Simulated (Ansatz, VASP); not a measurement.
**BePd3C: VASP beside Ansatz**

Wanted: the spread between two codes on one cell, functional and k mesh. The cell is generated by rule, not measured, and may not be a known phase. The cell is taken from a series of runs on this material, whose earlier steps may have relaxed, scaled, displaced or heated it; both programs get it as it stands.

Program: Ansatz 0.2.0. Level of theory: plane waves, with VASP 6.6.1 beside it; zone-centre phonons at PBEsol. Results are calculated unless marked as measured.

The structure was built from a prototype and need not be the compound's stable phase.

### 1. Starting point

Symmetry: Amm2, No. 38, orthorhombic system. Conventional cell: a = 4.021 Å, b = 5.512 Å, c = 5.929 Å, α = 90.00°, β = 90.00°, γ = 90.00°. Be has 5 Pd at 2.43 to 2.60 Å nearest. Nearest to Pd lie 2 C at 2.01 Å and 1 Be at 2.43 Å. Nearest to Pd lie 2 C at 2.00 to 2.05 Å and 2 Be at 2.60 Å. Nearest to C lie 6 Pd at 2.00 to 2.05 Å. Farther neighbours are not listed.

### 2. VASP: zone-centre phonons, PBEsol

Second derivatives magnify differences that forces hide, and they need a tight electronic threshold.

Lines of VASP's logs that name or quote its potential files are left out, and so is its time.

Contents of INCAR:

```
SYSTEM = BePd3C
PREC = Accurate
ENCUT = 600
EDIFF = 1E-08
NELM = 120
ISMEAR = 1
SIGMA = 0.2
LREAL = .FALSE.
ALGO = Normal
GGA = PS
NBANDS = 24
LASPH = .TRUE.
LORBIT = 11
LWAVE = .FALSE.
LCHARG = .FALSE.
ISIF = 2
IBRION = 8
GGA_COMPAT = .FALSE.
KPAR = 2
```

Contents of POSCAR:

```
BePd3C
1.0
    4.0211915446      0.0000000000      0.0000000000
    0.0000000000      2.7561213542      2.9643532328
    0.0000000000     -2.7561213542      2.9643532328
Be Pd C
1 3 1
Direct
    0.0000000000      0.0812564192      0.0812564192
    0.0000000000      0.4915757170      0.4915757170
    0.5000000000      0.4856659113      0.9972541168
    0.5000000000      0.9972541168      0.4856659113
    0.5000000000      0.5024148025      0.5024148025
```

Contents of KPOINTS:

```
Automatic mesh
0
Gamma
10 10 10
0 0 0
```

Potentials, in the order of the species: Be, Pd and C (PBE family, release 64).

On the command line:

```console
$ mpirun -np 2 vasp_std
```

Numbers of over 12 decimals in the logs are rounded to 6 here.

Log:

```text
[banner, memory and clock lines left out]
running    2 mpi-ranks, on    1 nodes
 distrk:  each k-point on    1 cores,    2 groups
 distr:  one band on    1 cores,    1 groups

 POSCAR found type information on POSCAR BePdC
 POSCAR found :  3 types and       5 ions
|                                                                             |
|               ----> ADVICE to this user running VASP <----                  |
|                                                                             |
|     You enforced a specific xc type in the INCAR file but a different       |
|     [... a line on the potential file left out ...]
|     I HOPE YOU KNOW WHAT YOU ARE DOING!                                     |
|                                                                             |

 LDA part: xc-table for (Slater+PW92), standard interpolation
 POSCAR, INCAR and KPOINTS ok, starting setup
 FFT: planning ... GRIDC
 FFT: planning ... GRID_SOFT
 FFT: planning ... GRID
 WAVECAR not read
 entering main loop
       N       E                     dE             d eps       ncg     rms          rms(c)
DAV:   1     0.229735675102E+03    0.22974E+03   -0.19418E+04  8928   0.160E+03
DAV:   2    -0.233766868602E+02   -0.25311E+03   -0.24071E+03  9880   0.333E+02
DAV:   3    -0.332077434534E+02   -0.98311E+01   -0.95833E+01 11168   0.695E+01
DAV:   4    -0.333623777439E+02   -0.15463E+00   -0.15454E+00  9896   0.961E+00
DAV:   5    -0.333648453585E+02   -0.24676E-02   -0.24675E-02 11256   0.123E+00    0.252E+01
DAV:   6    -0.308119999813E+02    0.25528E+01   -0.13376E+01 10776   0.308E+01    0.918E+00
DAV:   7    -0.305056792021E+02    0.30632E+00   -0.15708E+00  9872   0.115E+01    0.708E+00
DAV:   8    -0.304651582167E+02    0.40521E-01   -0.25391E-01 10608   0.449E+00    0.122E+00
DAV:   9    -0.304465088080E+02    0.18649E-01   -0.77605E-02 10752   0.390E+00    0.466E-01
DAV:  10    -0.304438301056E+02    0.26787E-02   -0.12153E-02 10472   0.117E+00    0.163E-01
DAV:  11    -0.304437947726E+02    0.35333E-04   -0.75955E-04 10080   0.206E-01    0.891E-02
DAV:  12    -0.304437849015E+02    0.98711E-05   -0.84290E-05 10920   0.708E-02    0.279E-02
DAV:  13    -0.304437794350E+02    0.54664E-05   -0.13134E-05 10888   0.279E-02    0.540E-03
DAV:  14    -0.304437797467E+02   -0.31165E-06   -0.15190E-06  9688   0.903E-03    0.106E-03
DAV:  15    -0.304437797312E+02    0.15521E-07   -0.57394E-08 11304   0.176E-03    0.691E-04
DAV:  16    -0.304437796891E+02    0.42016E-07   -0.38688E-09  5568   0.628E-04    0.171E-04
DAV:  17    -0.304437796868E+02    0.23974E-08   -0.76514E-10  5248   0.234E-04
   1 F= -.30443780E+02 E0= -.30443149E+02  d E =-.189089E-02
 Linear response reoptimize wavefunctions to high precision
DAV:   1    -0.304437796901E+02   -0.33224E-08   -0.20287E-10  5344   0.117E-04
DAV:   2    -0.304437796901E+02    0.77307E-11   -0.51219E-11  4912   0.560E-05
 Linear response DOF=          12
 Linear response progress:
  Degree of freedom:   1/ 12
       N       E                     dE             d eps       ncg     rms          rms(c)
RMM:   1    -0.816651057307E-02   -0.81665E-02   -0.70460E-03 32945   0.414E-01
RMM:   2    -0.725151284299E-02    0.91500E-03   -0.21310E-04 21072   0.827E-02    0.502E-02
RMM:   3    -0.723217366362E-02    0.19339E-04   -0.12214E-04 21315   0.500E-02    0.247E-02
RMM:   4    -0.727057724035E-02   -0.38404E-04   -0.44722E-05 21438   0.294E-02    0.683E-03
RMM:   5    -0.727598882490E-02   -0.54116E-05   -0.20657E-06 21617   0.896E-03    0.144E-03
RMM:   6    -0.727695274982E-02   -0.96392E-06   -0.18120E-07 21687   0.239E-03    0.115E-03
RMM:   7    -0.727655117430E-02    0.40158E-06   -0.80706E-09 21577   0.108E-03    0.357E-04
RMM:   8    -0.727531736440E-02    0.12338E-05    0.60445E-09 21244   0.659E-04    0.121E-04
RMM:   9    -0.727527919700E-02    0.38167E-07   -0.46446E-09 21711   0.208E-04    0.190E-05
RMM:  10    -0.727526373632E-02    0.15461E-07   -0.84984E-10 22558   0.472E-05    0.572E-06
RMM:  11    -0.727527376513E-02   -0.10029E-07   -0.15916E-10 21949   0.107E-05    0.323E-06
RMM:  12    -0.727527459815E-02   -0.83303E-09   -0.25016E-11 21377   0.381E-06    0.105E-06
 first order change of Fermi-energy   0.36608E-04
 force on displaced ion       1 direction 1 :  -0.939   0.000  -0.001
 Linear response progress:
  Degree of freedom:   2/ 12
       N       E                     dE             d eps       ncg     rms          rms(c)
RMM:   1    -0.774844292787E-02   -0.77484E-02   -0.45729E-03 36925   0.411E-01
RMM:   2    -0.707768737041E-02    0.67076E-03   -0.21290E-04 23385   0.828E-02    0.492E-02
RMM:   3    -0.707959325735E-02   -0.19059E-05   -0.79933E-05 23693   0.409E-02    0.250E-02
RMM:   4    -0.712086634495E-02   -0.41273E-04   -0.39280E-05 23654   0.306E-02    0.127E-02
[...]
RMM:  10    -0.261055683643E+00    0.59800E-05   -0.26060E-08 13894   0.806E-04    0.170E-04
RMM:  11    -0.261053192076E+00    0.24916E-05   -0.17655E-08 14663   0.296E-04    0.217E-05
RMM:  12    -0.261053176789E+00    0.15287E-07   -0.67097E-08 14619   0.520E-05    0.686E-06
RMM:  13    -0.261053121475E+00    0.55314E-07   -0.12144E-07 14762   0.136E-05    0.545E-06
RMM:  14    -0.261053148693E+00   -0.27218E-07   -0.11936E-08 14181   0.809E-06    0.140E-06
[...]
RMM:   9    -0.258474251534E+00    0.38015E-05   -0.93122E-08 23910   0.104E-03    0.476E-04
RMM:  10    -0.258470066023E+00    0.41855E-05   -0.77300E-08 24559   0.339E-04    0.164E-04
RMM:  11    -0.258467912315E+00    0.21537E-05   -0.93169E-10 24459   0.118E-04    0.353E-05
RMM:  12    -0.258467662545E+00    0.24977E-06   -0.65823E-08 24895   0.443E-05    0.112E-05
RMM:  13    -0.258467601523E+00    0.61022E-07   -0.19316E-07 25066   0.172E-05    0.377E-06
RMM:  14    -0.258467578308E+00    0.23216E-07   -0.60658E-08 24700   0.808E-06    0.933E-07
RMM:  15    -0.258467572191E+00    0.61163E-08   -0.25126E-08 20703   0.380E-06    0.389E-07
 first order change of Fermi-energy   0.72491E-01
 force on displaced ion       3 direction 2 :   0.000 -13.682   8.447
 Linear response progress:
  Degree of freedom:   9/ 12
       N       E                     dE             d eps       ncg     rms          rms(c)
RMM:   1    -0.268990599684E+00   -0.26899E+00   -0.31114E-01 26030   0.322E+00
RMM:   2    -0.258049091862E+00    0.10942E-01   -0.98347E-03 22498   0.587E-01    0.146E-01
RMM:   3    -0.258216883049E+00   -0.16779E-03   -0.25905E-04 23249   0.105E-01    0.862E-02
RMM:   4    -0.258525864431E+00   -0.30898E-03   -0.27580E-04 23603   0.967E-02    0.562E-02
RMM:   5    -0.258618089039E+00   -0.92225E-04   -0.81788E-05 23391   0.524E-02    0.129E-02
RMM:   6    -0.258609488804E+00    0.86002E-05   -0.33400E-06 24235   0.107E-02    0.744E-03
RMM:   7    -0.258597399323E+00    0.12089E-04   -0.16027E-06 23637   0.696E-03    0.423E-03
RMM:   8    -0.258593608609E+00    0.37907E-05   -0.43093E-07 23557   0.379E-03    0.135E-03
RMM:   9    -0.258590450390E+00    0.31582E-05   -0.75960E-09 24222   0.111E-03    0.561E-04
RMM:  10    -0.258584542143E+00    0.59082E-05   -0.10469E-08 24353   0.361E-04    0.157E-04
RMM:  11    -0.258582556608E+00    0.19855E-05   -0.25376E-08 24809   0.138E-04    0.392E-05
RMM:  12    -0.258582200163E+00    0.35645E-06   -0.89209E-08 24732   0.458E-05    0.120E-05
RMM:  13    -0.258582159265E+00    0.40897E-07   -0.19819E-07 25189   0.154E-05    0.377E-06
RMM:  14    -0.258582123135E+00    0.36130E-07   -0.48537E-08 24875   0.627E-06    0.890E-07
RMM:  15    -0.258582121204E+00    0.19313E-08   -0.21367E-08 19095   0.307E-06    0.336E-07
 first order change of Fermi-energy   0.51839E-01
 force on displaced ion       3 direction 3 :   0.000   8.437  -9.940
 Linear response progress:
  Degree of freedom:  10/ 12
       N       E                     dE             d eps       ncg     rms          rms(c)
RMM:   1    -0.124602885155E+00   -0.12460E+00    0.75413E-02 31076   0.174E+00
RMM:   2    -0.119979663360E+00    0.46232E-02   -0.52623E-03 20435   0.423E-01    0.154E-01
RMM:   3    -0.120230770143E+00   -0.25111E-03   -0.92680E-04 21184   0.151E-01    0.746E-02
RMM:   4    -0.120668211310E+00   -0.43744E-03   -0.26322E-04 21199   0.763E-02    0.225E-02
RMM:   5    -0.120736488104E+00   -0.68277E-04   -0.12663E-05 21724   0.205E-02    0.594E-03
RMM:   6    -0.120743593332E+00   -0.71052E-05   -0.22488E-06 21555   0.715E-03    0.410E-03
RMM:   7    -0.120744972068E+00   -0.13787E-05    0.81002E-08 21375   0.356E-03    0.849E-04
RMM:   8    -0.120740963012E+00    0.40091E-05   -0.30836E-08 21601   0.108E-03    0.257E-04
RMM:   9    -0.120740772546E+00    0.19047E-06   -0.48842E-09 22102   0.243E-04    0.931E-05
RMM:  10    -0.120740844275E+00   -0.71728E-07   -0.63407E-09 22273   0.122E-04    0.214E-05
RMM:  11    -0.120740849746E+00   -0.54711E-08   -0.32912E-08 22310   0.276E-05    0.985E-06
 first order change of Fermi-energy  -0.57632E-05
 force on displaced ion       5 direction 1 : -10.428   0.000  -0.006
 Linear response progress:
  Degree of freedom:  11/ 12
       N       E                     dE             d eps       ncg     rms          rms(c)
RMM:   1    -0.124356678384E+00   -0.12436E+00    0.61843E-02 34636   0.173E+00
RMM:   2    -0.119082005181E+00    0.52747E-02   -0.52089E-03 22647   0.429E-01    0.156E-01
RMM:   3    -0.119331402856E+00   -0.24940E-03   -0.94404E-04 23536   0.158E-01    0.873E-02
RMM:   4    -0.119632496335E+00   -0.30109E-03   -0.40287E-04 23354   0.107E-01    0.706E-02
RMM:   5    -0.119743267127E+00   -0.11077E-03   -0.94015E-05 23177   0.639E-02    0.192E-02
RMM:   6    -0.119791791179E+00   -0.48524E-04   -0.94920E-06 24235   0.138E-02    0.298E-03
RMM:   7    -0.119786160809E+00    0.56304E-05   -0.23368E-07 23938   0.312E-03    0.111E-03
RMM:   8    -0.119784680951E+00    0.14799E-05   -0.12960E-07 24283   0.927E-04    0.278E-04
RMM:   9    -0.119784512316E+00    0.16863E-06    0.12062E-08 24395   0.264E-04    0.161E-04
RMM:  10    -0.119784300447E+00    0.21187E-06    0.90291E-09 24200   0.160E-04    0.731E-05
RMM:  11    -0.119784212383E+00    0.88064E-07   -0.45835E-08 24142   0.672E-05    0.199E-05
RMM:  12    -0.119784225886E+00   -0.13503E-07   -0.60956E-08 24916   0.203E-05    0.105E-05
RMM:  13    -0.119784262154E+00   -0.36269E-07   -0.25640E-08 24715   0.114E-05    0.160E-06
RMM:  14    -0.119784260691E+00    0.14631E-08   -0.10384E-08 23105   0.395E-06    0.707E-07
 first order change of Fermi-energy  -0.12135E-03
 force on displaced ion       5 direction 2 :   0.000  -7.414   0.005
 Linear response progress:
  Degree of freedom:  12/ 12
       N       E                     dE             d eps       ncg     rms          rms(c)
RMM:   1    -0.125078458064E+00   -0.12508E+00    0.76696E-02 20549   0.177E+00
RMM:   2    -0.120205314611E+00    0.48731E-02   -0.52261E-03 13456   0.437E-01    0.155E-01
RMM:   3    -0.120461642281E+00   -0.25633E-03   -0.97680E-04 14013   0.157E-01    0.783E-02
RMM:   4    -0.120854434284E+00   -0.39279E-03   -0.30040E-04 13977   0.915E-02    0.491E-02
RMM:   5    -0.120915113438E+00   -0.60679E-04   -0.54758E-05 13958   0.453E-02    0.194E-02
RMM:   6    -0.120977443080E+00   -0.62330E-04   -0.65274E-06 14254   0.142E-02    0.308E-03
RMM:   7    -0.120973848105E+00    0.35950E-05   -0.28234E-07 14309   0.341E-03    0.130E-03
RMM:   8    -0.120972955156E+00    0.89295E-06   -0.66122E-08 14471   0.107E-03    0.442E-04
RMM:   9    -0.120972676820E+00    0.27834E-06    0.17148E-09 14489   0.300E-04    0.168E-04
RMM:  10    -0.120972221592E+00    0.45523E-06    0.23783E-09 14443   0.178E-04    0.286E-05
RMM:  11    -0.120972212816E+00    0.87762E-08    0.75123E-09 14782   0.348E-05    0.145E-05
 first order change of Fermi-energy   0.43140E-01
 force on displaced ion       5 direction 3 :   0.000  -0.000  -9.705
 Linear response finished
```

(Continued in part 2 of 3.)

[Lines on the potential files, build, host, timing and source positions are cut from VASP's logs without a mark.]

[Logs are printed without paths, hosts, clocks, repeated set-up lines and the standing remarks that a program may print on its own settings, such as how far it seeks lower states.]

[Hosts, paths, dates, database ids (printed as entryN), source tags and the programs' standing remarks are cut or masked in the printed files.]
